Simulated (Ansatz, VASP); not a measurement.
**VCl2O in two plane-wave programs**

Aim: how closely do two programs agree when they are given the same cell, functional and k mesh?

Method: plane waves, with VASP 6.6.1 beside it; single point at PBEsol, in Ansatz 0.2.0.

## Step 1: Set-up

The structure is triclinic, space group P1 (No. 1). The conventional cell has a = 3.518 Å, b = 3.642 Å, c = 7.017 Å, α = 105.04°, β = 104.52°, γ = 90.00°. Nearest to V lie 2 O at 1.77 to 1.87 Å and 4 Cl at 2.40 to 2.50 Å. Nearest to Cl lie 2 V at 2.40 to 2.44 Å. Nearest to Cl lie 2 V at 2.43 to 2.50 Å. O has 2 V at 1.77 to 1.87 Å nearest. Farther neighbours and most contacts between anions are not listed.

## Step 2: Ansatz: single point, PBEsol

Ansatz runs on its default PAW (the set named soft_2) files.

A single point gives forces, pressure and levels at one fixed geometry, so differences don't come from the geometry; what else differs is listed under the comparison.

input.yaml

```yaml
crystal:
  lattice:
    - [-1.758944, 1.82108, 6.544549]
    - [1.758944, -1.82108, 6.544549]
    - [1.758944, 1.82108, -6.544549]
  atoms:
    - { symbol: V, position: [0.500997, -0.004972, 0.492833], spin: 2.0 }
    - { symbol: Cl, position: [0.632673, 0.614611, -0.010418] }
    - { symbol: Cl, position: [0.37328, 0.377758, 0.012006] }
    - { symbol: O, position: [0.010855, -0.000309, 0.013292] }
hamiltonian:
  xc: pbesol
  pseudopotentials: { kind: paw }
magnetization:
  spin_polarized: true
kpoints:
  mp_grid: { grid: [6, 7, 9] }
scf:
  occupations: { method: fermi_dirac, width: 0.05 }
  n_extra_bands: 8
output:
  forces: true
  stress: true
  eigenvalues: true
  write_density: true
  write_potential: true
  elf: true
  volumetric_format: npy
```

Started as:

```console
$ ansatz run input.yaml --threads 2 --pin off --max-ram 4608MiB --backend cpu --events-out ev --progress --plain --runs-dir out
```

Numbers of over 12 decimals in the logs are rounded to 6 here.

Output:

```text
basis.fft_grid_basis auto: the FFT boxes are laid along the combinations [[1, -1, 0], [0, 1, 0], [0, 1, 1]] of the cell's own vectors, 5.064, 7.017 and 3.518 Å long. The dense box has 36×48×24 points. Along the cell's own vectors, as sized, it would have 48×48×48, 2.67 times as many. basis.fft_grid_basis: typed keeps the cell's own vectors: state it where this run's energies or levels are differenced outside the engi [...]
scf.n_extra_bands = 8 over 17 filled bands (N_el = 33.0): the run solves 25 bands
Engine: ansatz 0.2.0, aarch64-unknown-linux-gnu
Pseudopotentials: kind: paw
Pseudopotential: V, paw, valence charge 13, recommended cutoff 420 eV (normal), V.paw.azcp
Pseudopotential: Cl, paw, valence charge 7, recommended cutoff 420 eV (normal), Cl.paw.azcp
Pseudopotential: O, paw, valence charge 6, recommended cutoff 420 eV (normal), O.paw.azcp
Functional definition: PBEsol
  exchange = pbesol_x
  correlation = pbesol_c
Crystal: 4 atoms, lattice volume = 83.853 Å³
Basis set: ecut = 420 eV, 1639 PW (Γ), FFT grids on a1−a2, a2, a2+a3, exchange–correlation on 72×96×48 points (8 copies of the dense FFT grid, shifted against one another)
Bands: 25, of which v1, the nominal top of the filled ones, is band 17 counted from 1 (16 counted from 0)
Symmetry: 1 space group operations
Space group: P1 (ITA 1), of the structure as read, at distance tolerance 4.4e-5 Å
Magnetic group: BNS 1.1 (UNI 1), of the structure as read, at distance tolerance 4.4e-5 Å
k-points: 190 of 378 (time reversal used)
Non-local potential: V, projectors of the file, l = 0: 3, l = 1: 2, l = 2: 3, l = 3: 1
Non-local potential: Cl, projectors of the file, l = 0: 2, l = 1: 2, l = 2: 2
Non-local potential: O, projectors of the file, l = 0: 2, l = 1: 2, l = 2: 1
PAW form: soft (Blöchl's): semilocal exchange-correlation on the pseudo side does not see the compensation charge
PAW frozen core: V, regenerated for the run's functional, and the local potential with it (the file was generated under x = pbe(κ = 0.804, μ = 0.219515), c = pbe(β = 0.066725))
PAW frozen core: Cl, regenerated for the run's functional, and the local potential with it (the file was generated under x = pbe(κ = 0.804, μ = 0.219515), c = pbe(β = 0.066725))
PAW frozen core: O, regenerated for the run's functional, and the local potential with it (the file was generated under x = pbe(κ = 0.804, μ = 0.219515), c = pbe(β = 0.066725))
PAW one-centre angular grid: V, 590 points (default); XC on 64 Gauss nodes
PAW one-centre angular grid: Cl, 110 points (default); XC on 64 Gauss nodes
PAW one-centre angular grid: O, 110 points (default); XC on 64 Gauss nodes
Initial density: superposition of atomic densities (chi_scale 0.1, normalization cell, long waves kept (reshape's long-wave potential 0.12 eV rms))
Starting moments: Σ|m| = 2 μB on 1 of 4 sites
Initial wavefunctions: pseudopotential atomic-orbital guess
Functional: x = pbesol(κ = 0.804, μ = 0.123457), c = pbesol(β = 0.046)
SCF iter   1: F=—  HF=-5572.051095 eV  |F-HF|=—  |Δ(HF+E_count)|=         —  Δρ=3.40e-2 (↑2.90e-2 ↓3.40e-2)  dr2=2.54e0  dr2_m=4.81e-1  M=1.000 μB ∫|m|=1.382 μB  β_m=0.30  ethr=3.10e-3  ⟨swp⟩=6.2  Hψ=44322  notcnv=0  defer=7
Mixer restart at iter 1: flushing history
preconditioner: auto → Kerker (q_TF=auto, 2.336 Å⁻¹)  [metal: Δε(μ)=0.003 eV  Ē_g=11.465 eV  σ=0.050 eV  W_gap=0.01  n_scr=20 (ndim 8)  ℏωp=20.3 eV  f_vac=0.127  D(μ)=2.80/eV (n_scr^D=20)]
spin=Collinear: Kerker preconditioning applied to the charge; magnetization (m = ρ↑ − ρ↓) channel mixes plain (no charge-response kernel on spin).
SCF iter   2: F=—  HF=-5571.822293 eV  |F-HF|=—  |Δ(HF+E_count)|=   2.29e-1  Δρ=2.48e-2 (↑2.14e-2 ↓2.48e-2)  dr2=1.57e0  dr2_m=2.51e-1  M=1.000 μB ∫|m|=1.390 μB  β_m=0.65  ethr=3.10e-3  ⟨swp⟩=2.0  Hψ=13852  notcnv=0  defer=400
SCF iter   3: F=—  HF=-5571.517922 eV  |F-HF|=—  |Δ(HF+E_count)|=   3.04e-1  Δρ=9.19e-3 (↑9.19e-3 ↓7.93e-3)  dr2=3.55e-1  dr2_m=1.39e-3  M=1.000 μB ∫|m|=1.358 μB  β_m=0.58  ethr=3.10e-3  ⟨swp⟩=2.4  Hψ=15783  notcnv=0  defer=1045
SCF iter   4: F=—  HF=-5571.481222 eV  |F-HF|=—  |Δ(HF+E_count)|=   3.67e-2  Δρ=3.04e-3 (↑3.04e-3 ↓2.91e-3)  dr2=8.34e-2  dr2_m=5.33e-4  M=1.000 μB ∫|m|=1.367 μB  β_m=0.79  ethr=1.08e-3  ⟨swp⟩=2.1  Hψ=14578  notcnv=0  defer=1080
SCF iter   5: F=—  HF=-5571.487975 eV  |F-HF|=—  |Δ(HF+E_count)|=         —  Δρ=1.33e-3 (↑1.33e-3 ↓1.20e-3)  dr2=1.62e-2  dr2_m=2.68e-5  M=1.000 μB ∫|m|=1.348 μB  β_m=0.79  ethr=2.53e-4  ⟨swp⟩=2.9  Hψ=16236  notcnv=0  defer=1086
Mixer restart at iter 5: flushing history
SCF iter   6: F=—  HF=-5571.489972 eV  |F-HF|=—  |Δ(HF+E_count)|=   2.00e-3  Δρ=9.04e-4 (↑9.04e-4 ↓7.70e-4)  dr2=9.74e-3  dr2_m=2.77e-5  M=1.000 μB ∫|m|=1.352 μB  β_m=0.89  ethr=4.91e-5  ⟨swp⟩=2.3  Hψ=14423  notcnv=0  defer=1086
SCF iter   7: F=—  HF=-5571.491345 eV  |F-HF|=—  |Δ(HF+E_count)|=   1.37e-3  Δρ=5.20e-4 (↑5.20e-4 ↓4.90e-4)  dr2=4.79e-3  dr2_m=1.98e-6  M=1.000 μB ∫|m|=1.351 μB  β_m=0.86  ethr=2.95e-5  ⟨swp⟩=2.0  Hψ=11605  notcnv=0  defer=1086
SCF iter   8: F=—  HF=-5571.492455 eV  |F-HF|=—  |Δ(HF+E_count)|=   1.11e-3  Δρ=1.71e-4 (↑1.64e-4 ↓1.71e-4)  dr2=4.62e-4  dr2_m=1.00e-6  M=1.000 μB ∫|m|=1.352 μB  β_m=0.97  ethr=1.45e-5  ⟨swp⟩=2.0  Hψ=14267  notcnv=0  defer=1086
SCF iter   9: F=—  HF=-5571.492535 eV  |F-HF|=—  |Δ(HF+E_count)|=   7.99e-5  Δρ=2.25e-4 (↑2.25e-4 ↓1.23e-4)  dr2=1.09e-4  dr2_m=2.31e-6  M=1.000 μB ∫|m|=1.350 μB  β_m=0.98  ethr=1.40e-6  ⟨swp⟩=2.0  Hψ=12864  notcnv=0  defer=1086
SCF iter  10: F=—  HF=-5571.492544 eV  |F-HF|=—  |Δ(HF+E_count)|=   8.58e-6  Δρ=3.26e-5 (↑3.26e-5 ↓2.99e-5)  dr2=3.98e-6  dr2_m=8.43e-9  M=1.000 μB ∫|m|=1.350 μB  β_m=0.99  ethr=3.30e-7  ⟨swp⟩=2.6  Hψ=15258  notcnv=0  defer=1086
SCF iter  11: F=—  HF=-5571.492547 eV  |F-HF|=—  |Δ(HF+E_count)|=   3.30e-6  Δρ=1.64e-5 (↑1.64e-5 ↓1.36e-5)  dr2=7.56e-7  dr2_m=5.71e-9  M=1.000 μB ∫|m|=1.351 μB  β_m=1.00  ethr=1.21e-8  ⟨swp⟩=2.0  Hψ=14790  notcnv=0  defer=1086
SCF iter  12: F=—  HF=-5571.492548 eV  |F-HF|=—  |Δ(HF+E_count)|=   7.21e-7  Δρ=5.03e-6 (↑5.03e-6 ↓4.11e-6)  dr2=7.92e-8  dr2_m=6.30e-10  M=1.000 μB ∫|m|=1.351 μB  β_m=1.00  ethr=2.29e-9  ⟨swp⟩=2.0  Hψ=14047  notcnv=0  defer=1086
SCF iter  13: F=-5571.492548 eV  HF=-5571.492548 eV  |F-HF|=1.01e-8  |Δ(HF+E_count)|=   9.65e-8  Δρ=2.52e-6 (↑2.52e-6 ↓1.65e-6)  dr2=1.94e-8  dr2_m=1.89e-10  M=1.000 μB ∫|m|=1.351 μB  ethr=2.40e-10  ⟨swp⟩=11.6  Hψ=62829  notcnv=0
SCF 1 converged in 13 iterations: F = -5571.492548 eV  dr2 = 1.94e-8
  greatest PAW one-centre occupation: 1.000 electrons in one spin orbital (limit 2), on the V atom at site 0 (counted from 0), in its partial waves of l = 0
SCF converged after 13 iterations
Magnetization: 1.0000 μB (17.0000 up, 16.0000 down)
Absolute magnetization: 1.3501 μB (∫|ρ↑−ρ↓|, with the PAW one-centre terms)
Spin contamination: 0.0237 ħ² per cell (⟨S²⟩ above its minimum at these occupations)
Per-site moments (μB) at R_I (Å): [(0.782773, 0.732184), (-0.015917, 0.991230), (-0.017196, 1.002158), (-0.104010, 0.732184)]
Free energy (F): -5571.492548 eV
Harris-Foulkes:  -5571.492548 eV  (|F-HF|=1.01e-8)
Internal energy: -5571.475440 eV  (E = F + TS)
E sigma→0 (E₀):  -5571.483994 eV
Entropy (-TS):   -0.017107 eV (-4.277 meV/atom)
Fermi energy:    3.659049 eV
--- Per-component energies (eV) ---
  E_band       = -395.039572
  E_kinetic    = 824.112804
  E_local      = -3382.098072  (includes V_loc(G=0)·N_el)
  E_nonlocal   = 58.980456
  E_hartree    = 1411.444562
  E_xc         = -410.620846
  E_vxc        = -496.165269  (∫ρ·V_xc dr)
  E_paw        = -2519.346898  (= ΣΔE_a)
  E_vpaw       = -222.766054  (= ΣTr[D̂ρ^β])
  E_aug_tail   = 0.002841  (compensation charges beyond the density's cutoff)
  E_ewald      = -1554.292119
  E_core_change = 0.341831  (= ΣΔE_core)
  E_smearing   = -0.017107  (= −TS)
  E_closure    = 0.000000  (closes the sum)
  Σ components = -5571.492548   (vs F -5571.492548, Δ=0.00e0)
--- Forces (eV/Å), atoms counted from 1 ---
  atom   1  V      0.04232871    -0.50425058    -0.44512612
  atom   2  Cl     0.18326470     0.12183128    -0.64280485
  atom   3  Cl    -0.12214131     0.12489602     0.90048149
  atom   4  O     -0.10344845     0.25748564     0.18739499
  max |Σ_I F_I| component: 5.45e-5 eV/Å
--- Stress (GPa, compression-positive) ---
       -5.617909       0.028317       0.976817
        0.028317      -7.061674      -0.043668
        0.976817      -0.043668      -5.161222
  P = ⅓ Tr σ = -5.9469 GPa (-59.469 kbar)
--- Band table (eV; the first three rows and the last of 380) ---
  k-point 0 ↑: bands = [... 13 lower, 2.0548, 2.2480, 2.4235, 2.9235, 3.4746, 4.0729, 5.4406, 5.6163, ... 4 higher]
  k-point 1 ↑: bands = [... 13 lower, 1.5832, 2.1513, 2.2866, 3.1781, 3.8994, 4.1509, 5.4246, 6.0488, ... 4 higher]
  k-point 2 ↑: bands = [... 13 lower, 1.3398, 2.0059, 2.1972, 3.4515, 4.5758, 4.6424, 5.4202, 6.9424, ... 4 higher]
  k-point 189 ↓: bands = [... 13 lower, 1.0446, 1.5250, 1.7873, 5.3850, 5.8713, 6.1281, 6.1648, 8.0726, ... 4 higher]
```

Run time: 2.4 min. Hardware: 2 threads of Arm Neoverse N1, shared host; peak memory 0.93 GiB.

The run ends at a pressure of -5.95 GPa, with forces up to 0.92 eV/Å.

[end of part 1 of 2]

[Lines on the potential files, build, host, timing and source positions are cut from VASP's logs without a mark.]

[Logs are printed without paths, hosts, clocks, repeated set-up lines and the standing remarks that a program may print on its own settings, such as how far it seeks lower states.]

[Hosts, paths, dates, database ids (printed as entryN), source tags and the programs' standing remarks are cut or masked in the printed files.]
